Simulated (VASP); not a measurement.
A run of VASP 6.6.1 is set up as follows.

File INCAR:

```
SYSTEM = C
  PREC = Accurate
  ENCUT = 520
  EDIFF = 1E-8
  ISMEAR = 0
  SIGMA = 0.02
  LREAL = .False.
  LASPH = .True.
  NELM = 80
  ALGO = Fast
  ISIF = 2
  LWAVE = .False.
  LCHARG = .False.
  GGA = PE
  IBRION = 8
  NSW = 1
```

File KPOINTS:

```
Automatic mesh
0
Gamma
  14 14 14
  0 0 0
```

Contents of POSCAR:

```
C                                       
1.0
    0.0000000000      1.7985433024      1.7985433024
    1.7985433024      0.0000000000      1.7985433024
    1.7985433024      1.7985433024      0.0000000000
  C             
     2
Direct
     0.0000000000000000    0.0000000000000000    0.0000000000000000
     0.2500000000000000    0.2500000000000000    0.2500000000000000
```

Potentials or basis: VASP PAW PBE potentials, release 64 (C).

Launch:

```sh
$ cat potpaw_PBE.64/C/POTCAR > POTCAR
$ mpirun -np 1 vasp_std > vasp.out
```

Task: Estimate the highest phonon frequency at Γ.

Result: 1266 cm⁻¹.

Task: Estimate the band gap on the k mesh.

Result: 4.07 eV, indirect (least direct gap 5.52 eV).

Task: Estimate the pressure.

Result: -8.3 GPa.

Phonon frequencies in cm⁻¹ (negative: imaginary):
| q point | frequencies |
| --- | --- |
| (0.000, 0.000, 0.000) | 0 0 0 1266 1266 1266 |

A k mesh can miss the band edges.
